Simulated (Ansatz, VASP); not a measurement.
**Cross-check of InSe between VASP and Ansatz**

Wanted: the spread between two codes on one cell, functional and k mesh. The cell is taken from a series of runs on this material, whose earlier steps may have relaxed, scaled, displaced or heated it; both programs get it as it stands.

Main program and level: Ansatz 0.2.0; plane waves, with VASP 6.6.1 beside it; relaxation of cell and atoms at LDA.

### Step 1. Set-up

Symmetry: R3m, No. 160, trigonal system. The conventional cell has a = 3.973 Å, b = 3.973 Å, c = 24.395 Å, α = 90.00°, β = 90.00°, γ = 120.00°. Nearest to In lie 3 Se at 2.62 Å and 1 In at 2.74 Å. Nearest to Se lie 3 In at 2.62 Å. Nearest to Se lie 3 In at 2.62 Å. Farther neighbours and most contacts between anions are not listed.

### Step 2. VASP: relaxation of cell and atoms, LDA

The relaxed volume is the usual yardstick between codes: in a stiff, nearly cubic crystal its relative difference is about their pressure difference at one cell divided by the bulk modulus.

Lines of VASP's logs that name or quote its potential files are left out, and so is its time.

File INCAR:

```
SYSTEM = InSe
PREC = Accurate
ENCUT = 500
EDIFF = 1E-07
NELM = 120
ISMEAR = 0
SIGMA = 0.01
LREAL = .FALSE.
ALGO = Normal
GGA = CA
NBANDS = 25
LORBIT = 11
LWAVE = .FALSE.
LCHARG = .FALSE.
ISIF = 3
IBRION = 2
NSW = 80
EDIFFG = -0.005
LASPH = .TRUE.
GGA_COMPAT = .FALSE.
NELMIN = 4
EFERMI = MIDGAP
```

File POSCAR:

```
InSe
1.0
    1.9866730000      1.1470060000      8.1316500000
   -1.9866730000      1.1470060000      8.1316500000
    0.0000000000     -2.2940120000      8.1316500000
In Se
2 2
Direct
    0.9994743174      0.9994743174      0.9994743174
    0.1118936091      0.1118936091      0.1118936091
    0.6141830174      0.6141830174      0.6141830174
    0.8304491298      0.8304491298      0.8304491298
```

File KPOINTS:

```
Automatic mesh
0
Gamma
9 9 9
0 0 0
```

PAW data sets: In_d and Se (LDA family, release 64).

Started as:

```
$ mpirun -np 1 vasp_std
```

Numbers of over 12 decimals in the logs are rounded to 6 here.

Log:

```text
[banner, memory and clock lines left out]
running    1 mpi-ranks, on    1 nodes
 distrk:  each k-point on    1 cores,    1 groups
 distr:  one band on    1 cores,    1 groups

 POSCAR found type information on POSCAR InSe
 POSCAR found :  2 types and       4 ions
 LDA part: xc-table for (Slater(with rela. corr.)+CA(PZ))
 , standard interpolation
 POSCAR, INCAR and KPOINTS ok, starting setup
 FFT: planning ... GRIDC
 FFT: planning ... GRID_SOFT
 FFT: planning ... GRID
 WAVECAR not read
 entering main loop
       N       E                     dE             d eps       ncg     rms          rms(c)
DAV:   1     0.331658590398E+03    0.33166E+03   -0.17182E+04  4250   0.166E+03
DAV:   2     0.209388794635E+02   -0.31072E+03   -0.30421E+03  4340   0.400E+02
DAV:   3    -0.156244231615E+02   -0.36563E+02   -0.35829E+02  5553   0.150E+02
DAV:   4    -0.171022306418E+02   -0.14778E+01   -0.14751E+01  4840   0.323E+01
DAV:   5    -0.171690922089E+02   -0.66862E-01   -0.66852E-01  6921   0.642E+00    0.717E+00
DAV:   6    -0.167212340922E+02    0.44786E+00   -0.92651E-01  5790   0.159E+01    0.438E+00
DAV:   7    -0.166774871161E+02    0.43747E-01   -0.34503E-01  5675   0.435E+00    0.108E+00
DAV:   8    -0.166719818551E+02    0.55053E-02   -0.29387E-02  6499   0.200E+00    0.594E-01
DAV:   9    -0.166711492906E+02    0.83256E-03   -0.46666E-03  4985   0.441E-01    0.142E-01
DAV:  10    -0.166711605313E+02   -0.11241E-04   -0.29385E-04  6714   0.139E-01    0.812E-02
DAV:  11    -0.166711723854E+02   -0.11854E-04   -0.59683E-05  5624   0.840E-02    0.183E-02
DAV:  12    -0.166711689163E+02    0.34692E-05   -0.10591E-05  6277   0.358E-02    0.130E-02
DAV:  13    -0.166711692597E+02   -0.34346E-06   -0.19225E-06  5773   0.858E-03    0.758E-03
DAV:  14    -0.166711693264E+02   -0.66679E-07   -0.53028E-07  4412   0.103E-02
   1 F= -.16671169E+02 E0= -.16671169E+02  d E =-.166712E+02
 curvature:   0.00 expect dE= 0.000E+00 dE for cont linesearch  0.000E+00
 trial: gam= 0.00000 g(F)=  0.111E-03 g(S)=  0.363E-03 ort = 0.000E+00 (trialstep = 0.100E+01)
 search vector abs. value=  0.474E-03
 bond charge predicted
       N       E                     dE             d eps       ncg     rms          rms(c)
DAV:   1    -0.166756318307E+02   -0.44626E-02   -0.12625E-01  5479   0.582E+00    0.430E-01
DAV:   2    -0.166718873156E+02    0.37445E-02   -0.10793E-02  5505   0.182E+00    0.150E-01
DAV:   3    -0.166712835000E+02    0.60382E-03   -0.22801E-03  5562   0.796E-01    0.619E-02
DAV:   4    -0.166712752298E+02    0.82702E-05   -0.19179E-04  4427   0.927E-02    0.387E-02
DAV:   5    -0.166712650673E+02    0.10163E-04   -0.14576E-05  6647   0.544E-02    0.362E-02
DAV:   6    -0.166712610864E+02    0.39809E-05   -0.57431E-06  5885   0.256E-02    0.125E-02
DAV:   7    -0.166712611524E+02   -0.66038E-07   -0.15074E-06  6221   0.128E-02    0.611E-03
DAV:   8    -0.166712611308E+02    0.21595E-07   -0.57798E-08  2393   0.190E-03
   2 F= -.16671261E+02 E0= -.16671261E+02  d E =-.918044E-04
 trial-energy change:   -0.000092  1 .order   -0.000089   -0.000474    0.000297
 step:   0.6208(harm=  0.6152)  dis= 0.00090  next Energy=   -16.671317 (dE=-0.148E-03)
 bond charge predicted
       N       E                     dE             d eps       ncg     rms          rms(c)
DAV:   1    -0.166719484378E+02   -0.68729E-03   -0.18060E-02  5463   0.218E+00    0.164E-01
DAV:   2    -0.166714079995E+02    0.54044E-03   -0.15644E-03  5496   0.700E-01    0.571E-02
DAV:   3    -0.166713221018E+02    0.85898E-04   -0.32412E-04  5561   0.300E-01    0.237E-02
DAV:   4    -0.166713208300E+02    0.12718E-05   -0.27625E-05  4420   0.349E-02    0.147E-02
DAV:   5    -0.166713193884E+02    0.14416E-05   -0.20991E-06  6597   0.210E-02    0.137E-02
DAV:   6    -0.166713188165E+02    0.57185E-06   -0.79432E-07  4625   0.985E-03    0.470E-03
DAV:   7    -0.166713188306E+02   -0.14035E-07   -0.28238E-07  3586   0.663E-03
   3 F= -.16671319E+02 E0= -.16671319E+02  d E =-.149504E-03
 curvature:  -0.31 expect dE=-0.198E-05 dE for cont linesearch -0.608E-07
 trial: gam= 0.03403 g(F)=  0.394E-05 g(S)=  0.251E-05 ort =-0.968E-05 (trialstep = 0.924E+00)
 search vector abs. value=  0.634E-05
 reached required accuracy - stopping structural energy minimisation
```

From OUTCAR (step 2):

```text
ion  position               nearest neighbor table
   1  0.999  0.999  0.999-   3 2.62   3 2.62   3 2.62   2 2.74
   2  0.112  0.112  0.112-   4 2.62   4 2.62   4 2.62   1 2.74
   3  0.614  0.614  0.614-   1 2.62   1 2.62   1 2.62
   4  0.830  0.830  0.830-   2 2.62   2 2.62   2 2.62

  LATTYP: Found a trigonal (rhomboedric) cell.
 ALAT       =     8.4490368738
 COS(alpha) =     0.8894220934

 Subroutine GETGRP returns: Found  6 space group operations
 (whereof  6 operations were pure point group operations)

The static configuration has the point symmetry C_3v.

 Found     85 irreducible k-points:

   k-points           NKPTS =     85   k-points in BZ     NKDIM =     85   number of bands    NBANDS=     25

   dimension x,y,z NGX =    64 NGY =   64 NGZ =   64
   dimension x,y,z NGXF=   128 NGYF=  128 NGZF=  128

   ENCUT  =  500.0 eV  36.75 Ry    6.06 a.u.  15.40 15.40 15.40*2*pi/ulx,y,z

   NELECT =      38.0000    total number of electrons

 k-points in reciprocal lattice and weights: Automatic mesh
   0.00000000  0.00000000  0.00000000       0.001
   0.11111111 -0.00000000  0.00000000       0.008
   0.22222222  0.00000000  0.00000000       0.008
   0.33333333 -0.00000000 -0.00000000       0.008
   0.44444444  0.00000000  0.00000000       0.008
   0.11111111  0.11111111  0.00000000       0.008
   0.22222222  0.11111111  0.00000000       0.016
   0.33333333  0.11111111  0.00000000       0.016
   0.44444444  0.11111111  0.00000000       0.016
[...]
0.44444444  0.44444444  0.44444444       0.003
  -0.44444444  0.44444444  0.44444444       0.008

 average (electrostatic) potential at core
       1 -96.2469       2 -96.2449       3 -59.9191       4 -59.9191

 E-fermi :   4.6570

 k-point     1 :       0.0000    0.0000    0.0000
  band No.  band energies     occupation
    ...
     15       2.7139      2.00000
     16       3.0498      2.00000
     17       3.0498      2.00000
     18       3.2197      2.00000
     19       3.2197      2.00000
     20       6.2181      0.00000
     21       6.4382      0.00000
     22       8.6951      0.00000
     23       8.6951      0.00000
     24       9.5283      0.00000
    ...

 k-point     2 :       0.1111   -0.0000    0.0000
  band No.  band energies     occupation
    ...
     15       2.1256      2.00000
     16       2.7912      2.00000
     17       2.8772      2.00000
     18       3.0874      2.00000
     19       3.2431      2.00000
     20       6.4699      0.00000
     21       7.0430      0.00000
     22       8.0761      0.00000
     23       8.8213      0.00000
     24       9.2424      0.00000
    ...

 k-point     3 :       0.2222    0.0000    0.0000
  band No.  band energies     occupation
    ...
     15       0.9810      2.00000
     16       2.5014      2.00000
     17       2.5149      2.00000
     18       2.7567      2.00000
     19       3.3721      2.00000
     20       6.4897      0.00000
     21       6.6603      0.00000
     22       8.4167      0.00000
     23       8.5865      0.00000
     24       9.0475      0.00000
    ...

  Total       -0.0091041     -0.0091041      0.0064909     -0.0000000      0.0000000      0.0000000
  in kB       -0.1309023     -0.1309023      0.0933287     -0.0000000      0.0000000      0.0000000
  external PRESSURE =      -0.0561586 kB  Pullay stress =       0.0000000 kB

  energy-cutoff  :      500.00
  volume of cell :      111.43
      direct lattice vectors                 reciprocal lattice vectors
     1.988155452  1.147861894  8.137797413     0.251489389  0.145197491  0.040961125
    -1.988155452  1.147861894  8.137797413    -0.251489389  0.145197491  0.040961125
     0.000000000 -2.295723787  8.137797413     0.000000000 -0.290394981  0.040961125

 POSITION                                       TOTAL-FORCE (eV/Angst)
 -----------------------------------------------------------------------------------
      0.00000      0.00000     24.40103         0.000000     -0.000000     -0.004977
      0.00000      0.00000      2.73123         0.000000     -0.000000      0.004906
      0.00000      0.00000     14.99339         0.000000      0.000000     -0.004021
      0.00000      0.00000     20.27498         0.000000      0.000000      0.004092
 -----------------------------------------------------------------------------------
    total drift:                               -0.000000      0.000008      0.000167

  FREE ENERGIE OF THE ION-ELECTRON SYSTEM (eV)
  ---------------------------------------------------
  free  energy   TOTEN  =       -16.6713188306 eV

  energy  without entropy=      -16.6713188306  energy(sigma->0) =      -16.67131883

 reached required accuracy - stopping structural energy minimisation

 total charge
# of ion       s       p       d       tot
------------------------------------------
    1        0.876   0.705   9.884  11.465
    2        0.876   0.707   9.884  11.467
    3        1.480   2.333   0.025   3.838
    4        1.479   2.334   0.026   3.838
--------------------------------------------------
tot          4.710   6.078  19.820  30.608

[... 3 further parts left out ...]
```

CONTCAR:

```
InSe
   1.00000000000000
     1.9881554521740736    1.1478618937334255    8.1377974125250176
    -1.9881554521740736    1.1478618937334255    8.1377974125250176
     0.0000000000000000   -2.2957237874668510    8.1377974125250176
  In              Se
     2     2
Direct
     0.9994936013500808    0.9994936013500808    0.9994936013500808
     0.1118742709054311    0.1118742709054311    0.1118742709054311
     0.6141460206238279    0.6141460206238279    0.6141460206238279
     0.8304861808206653    0.8304861808206653    0.8304861808206653
```

(Continued in part 2 of 2.)

[Lines on the potential files, build, host, timing and source positions are cut from VASP's logs without a mark.]

[Logs are printed without paths, hosts, clocks, repeated set-up lines and the standing remarks that a program may print on its own settings, such as how far it seeks lower states.]

[Hosts, paths, dates, database ids (printed as entryN), source tags and the programs' standing remarks are cut or masked in the printed files.]
